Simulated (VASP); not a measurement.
Data:

```xyz
2
Lattice="0.0000 2.7534 2.7534 2.7534 0.0000 2.7534 2.7534 2.7534 0.0000" Properties=species:S:1:pos:R:3 pbc="T T T"
Al     0.0000     0.0000     0.0000
P      1.3767     1.3767     1.3767
```

Method: PBE GGA, VASP's PBE PAW potentials (set 64) (plane waves; VASP 6.6.1). Settings: 400 eV cut-off, 8×8×8 Γ-centred mesh, Gaussian smearing of 0.050 eV, potentials Al P.

Problem. What does the run give for the energy per atom (σ→0), band gap (on the k-mesh) with the smallest direct gap where there is one?

Solution. 
| Property | Value |
|---|---|
| band gap (on the k-mesh) | 1.63 eV |
| smallest direct gap (on the k-mesh) | 3.09 eV |
| energy per atom (σ→0) | -500.6 kJ/mol-atom |

The structure was generated: AlP was put into the zinc blende type (F-43m), which need not be its known phase. It was relaxed first, which changed the volume by +14 %. The start is the result of an earlier pass.
